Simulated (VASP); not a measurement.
VASP ran on this input.

INCAR:
```
SYSTEM = SiC
PREC = Accurate
ENCUT = 520
EDIFF = 1E-6
NELM = 60
ALGO = VeryFast
LREAL = .FALSE.
LASPH = .TRUE.
ISMEAR = 0
SIGMA = 0.05
GGA = PE
LWAVE = .FALSE.
LCHARG = .FALSE.
ISIF = 2
NELMDL = -1
```

### POSCAR
```
SiC
1
    1.5400000000    -2.6673580000     0.0000000000
    1.5400000000     2.6673580000     0.0000000000
    0.0000000000     0.0000000000     5.0500000000
Si C
2 2
Direct
  0.6666670000   0.3333330000   0.5000000000
  0.3333330000   0.6666670000   0.0000000000
  0.6666670000   0.3333330000   0.8750000000
  0.3333330000   0.6666670000   0.3750000000
```

### KPOINTS
```
Automatic mesh
0
Gamma
6 6 4
0 0 0
```

POTCAR, in this order: Si C (PBE.64 set). Program: vasp_std.

The run wrote:

standard output:
```
...
RMM:  21     0.471712046875E+03   -0.12408E+00   -0.18761E+00   996   0.349E+01    0.142E+02
RMM:  22     0.471680217451E+03   -0.31829E-01   -0.15917E+00   997   0.340E+01    0.128E+02
RMM:  23     0.471589697489E+03   -0.90520E-01   -0.15974E+00   998   0.330E+01    0.119E+02
RMM:  24     0.471454058039E+03   -0.13564E+00   -0.15802E+00   998   0.319E+01    0.113E+02
RMM:  25     0.471280297864E+03   -0.17376E+00   -0.17057E+00   997   0.310E+01    0.113E+02
RMM:  26     0.471113951300E+03   -0.16635E+00   -0.16811E+00   998   0.302E+01    0.118E+02
RMM:  27     0.470961422022E+03   -0.15253E+00   -0.15868E+00   996   0.294E+01    0.115E+02
RMM:  28     0.470806784766E+03   -0.15464E+00   -0.16862E+00   996   0.287E+01    0.108E+02
RMM:  29     0.470659082362E+03   -0.14770E+00   -0.15437E+00   997   0.281E+01    0.100E+02
RMM:  30     0.470548983541E+03   -0.11010E+00   -0.13773E+00   998   0.275E+01    0.867E+01
RMM:  31     0.470388759776E+03   -0.16022E+00   -0.17398E+00   998   0.269E+01    0.800E+01
RMM:  32     0.470318828650E+03   -0.69931E-01   -0.16522E+00   988   0.265E+01    0.540E+01
RMM:  33     0.470229140836E+03   -0.89688E-01   -0.13317E+00   990   0.260E+01    0.362E+01
RMM:  34     0.470124799826E+03   -0.10434E+00   -0.12142E+00   998   0.255E+01    0.262E+01
RMM:  35     0.470031311743E+03   -0.93488E-01   -0.97806E-01   998   0.250E+01    0.213E+01
RMM:  36     0.469940395723E+03   -0.90916E-01   -0.97458E-01   996   0.246E+01    0.143E+01
RMM:  37     0.469857865694E+03   -0.82530E-01   -0.79365E-01   998   0.241E+01    0.744E+00
RMM:  38     0.469772580963E+03   -0.85285E-01   -0.85752E-01   998   0.237E+01    0.651E+00
RMM:  39     0.469691480952E+03   -0.81100E-01   -0.82030E-01   998   0.233E+01    0.473E+00
RMM:  40     0.469616780969E+03   -0.74700E-01   -0.75035E-01   998   0.229E+01    0.498E+00
RMM:  41     0.469543817996E+03   -0.72963E-01   -0.73021E-01   998   0.225E+01    0.449E+00
RMM:  42     0.469472323989E+03   -0.71494E-01   -0.71021E-01  1001   0.222E+01    0.436E+00
RMM:  43     0.469403485590E+03   -0.68838E-01   -0.68981E-01   998   0.218E+01    0.532E+00
RMM:  44     0.469338189210E+03   -0.65296E-01   -0.65925E-01   996   0.215E+01    0.370E+00
RMM:  45     0.469276230496E+03   -0.61959E-01   -0.62369E-01   998   0.212E+01    0.318E+00
RMM:  46     0.469216991449E+03   -0.59239E-01   -0.59591E-01   996   0.209E+01    0.240E+00
RMM:  47     0.469158862773E+03   -0.58129E-01   -0.58450E-01   998   0.207E+01    0.139E+00
RMM:  48     0.469102225272E+03   -0.56638E-01   -0.56919E-01   998   0.204E+01    0.788E-01
RMM:  49     0.469045381888E+03   -0.56843E-01   -0.57128E-01   998   0.201E+01    0.574E-01
RMM:  50     0.468990906881E+03   -0.54475E-01   -0.54753E-01   998   0.199E+01    0.155E-01
RMM:  51     0.468936994437E+03   -0.53912E-01   -0.54194E-01   998   0.196E+01    0.142E-01
RMM:  52     0.468886608246E+03   -0.50386E-01   -0.50667E-01   998   0.194E+01    0.113E-01
RMM:  53     0.468837626820E+03   -0.48981E-01   -0.49258E-01   993   0.192E+01    0.254E-01
RMM:  54     0.468793104401E+03   -0.44522E-01   -0.44803E-01   993   0.189E+01    0.361E-01
RMM:  55     0.468750758467E+03   -0.42346E-01   -0.42620E-01   993   0.187E+01    0.420E-01
RMM:  56     0.468713785856E+03   -0.36973E-01   -0.37253E-01   993   0.185E+01    0.499E-01
RMM:  57     0.468679390722E+03   -0.34395E-01   -0.34667E-01   992   0.183E+01    0.619E-01
RMM:  58     0.468649942173E+03   -0.29449E-01   -0.29727E-01   992   0.181E+01    0.681E-01
RMM:  59     0.468621948954E+03   -0.27993E-01   -0.28263E-01   989   0.179E+01    0.772E-01
RMM:  60     0.468597083381E+03   -0.24866E-01   -0.25140E-01   990   0.177E+01

 -----------------------------------------------------------------------------
|                                                                             |
|           W    W    AA    RRRRR   N    N  II  N    N   GGGG   !!!           |
|           W    W   A  A   R    R  NN   N  II  NN   N  G    G  !!!           |
|           W    W  A    A  R    R  N N  N  II  N N  N  G       !!!           |
|           W WW W  AAAAAA  RRRRR   N  N N  II  N  N N  G  GGG   !            |
|           WW  WW  A    A  R   R   N   NN  II  N   NN  G    G                |
|           W    W  A    A  R    R  N    N  II  N    N   GGGG   !!!           |
|                                                                             |
|     The electronic self-consistency was not achieved in the given           |
|     number of steps (NELM). The forces and other quantities evaluated       |
|     might not be reliable so examine the results carefully. If you find     |
|     spurious results, we suggest increasing NELM, if you were close to      |
|     convergence or switching to a different ALGO or adjusting the           |
|     density mixing parameters otherwise.                                    |
|                                                                             |
 -----------------------------------------------------------------------------

   1 F= 0.46859708E+03 E0= 0.46859745E+03  d E =-.736130E-03
```

**OUTCAR**
```
------------------------ aborting loop EDIFF was not reached (unconverged)  ----------------------------
  FORCE on cell =-STRESS in cart. coord.  units (eV):
  Direction    XX          YY          ZZ          XY          YZ          ZX
  --------------------------------------------------------------------------------------
  Total      300.0042859    300.0042311    293.9650854      0.0000000      0.0000000      0.0000000
  in kB    11585.4961813  11585.4940647  11352.2757336      0.0000000      0.0000000      0.0000000
  external PRESSURE =   11507.7553265 kB  Pullay stress =       0.0000000 kB
  volume of cell :       41.49
      direct lattice vectors                 reciprocal lattice vectors
     1.540000000 -2.667358000  0.000000000     0.324675325 -0.187451403  0.000000000
     1.540000000  2.667358000  0.000000000     0.324675325  0.187451403  0.000000000
     0.000000000  0.000000000  5.050000000     0.000000000  0.000000000  0.198019802
  FREE ENERGIE OF THE ION-ELECTRON SYSTEM (eV)
  ---------------------------------------------------
  free  energy   TOTEN  =       468.5970833811 eV

  energy  without entropy=      468.5978195115  energy(sigma->0) =      468.59745145
```
(Selected blocks of OUTCAR.)

Problem. Read the log: what went wrong, and how is it fixed?

Solution. The cause: ALGO = VeryFast starts from random orbitals with almost no delay (NELMDL = -1). Convergence was not reached. Against the sound run, the energy per atom (σ→0) rises by 124.673 eV/atom; the pressure increases by 1148.09 GPa; the band gap decreases by 2.25 eV. To mend it, set ALGO = Normal, remove NELMDL.

The mended run (PBE GGA, plane waves, VASP's PBE PAW potentials (set 64)) converges, and its OSZICAR ends with
```
   1 F= -.30094950E+02 E0= -.30094950E+02  d E =-.109372E-11
```

The compound is SiC in the wurtzite structure, the rare 2H polytype. The cell was not relaxed at this level.
